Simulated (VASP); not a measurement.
Runs of VASP 6.6.1 on NaLaMnMoO6. It takes space group Cm (No. 8, monoclinic). Conventional cell: a = 9.956 Å, b = 5.763 Å, c = 5.524 Å, α = 90.00°, β = 123.42°, γ = 90.00°. Na (site symmetry m) has 5 O at 2.28 to 2.46 Å as nearest neighbours. La (site symmetry m) has 5 O at 2.26 to 2.50 Å as nearest neighbours. Mn (site symmetry m) is surrounded by 5 O at 2.05 to 2.20 Å. Mo (site symmetry m) is surrounded by 6 O at 1.91 to 1.95 Å. O (site symmetry m) is surrounded by 1 Mo at 1.93 Å and 1 Mn at 2.05 Å. Around O (site symmetry 1) lie 1 Mo at 1.93 Å and 1 Mn at 2.19 Å. Around O (site symmetry 1) lie 1 Mo at 1.95 Å and 1 Mn at 2.20 Å. O (site symmetry m) is surrounded by 1 Mo at 1.91 Å. The cell was built by a generator and needn't be a form met in nature.

| level | gap on the mesh (eV) | pressure (GPa) | moment (μB) | relaxed volume (Å³/atom) | largest force (eV/Å) |
| --- | --- | --- | --- | --- | --- |
| PBE+D3(BJ) | 0.89 | 0.0 | 5.00 | 12.66 | 0.02 |
| PBE+D2 | (b) | 0.0 | 5.00 | (c) | 0.02 |
| PBE+rVV10 | 0.89 | 0.0 | 5.00 | 12.79 | 0.01 |
| PBE+D3 | 0.92 | 0.0 | 5.00 | (a) | 0.02 |
| PBE+D4 | 0.99 | 0.1 | 5.00 | 13.00 | 0.02 |

Alike in all rows: task relaxation of cell and atoms; potentials or basis VASP PAW PBE potentials, release 64 (Na_pv, La, Mn_pv, Mo_sv, O); spin collinear, ferromagnetic start; cell relaxed; k mesh 6 × 6 × 6; cutoff (eV) 600; smearing fermi-dirac 0.05 eV.

Problem. Estimate the missing entries.

Solution. (a) 12.90; (b) 0.80; (c) 12.29.

Caveats: spin-orbit coupling is left out, which moves the levels of the heavy elements; a cell with one magnetic atom can't hold antiferromagnetic order, which such compounds often take.

A k mesh can miss the band edges, and the runs leave out spin-orbit coupling on La, Mo.
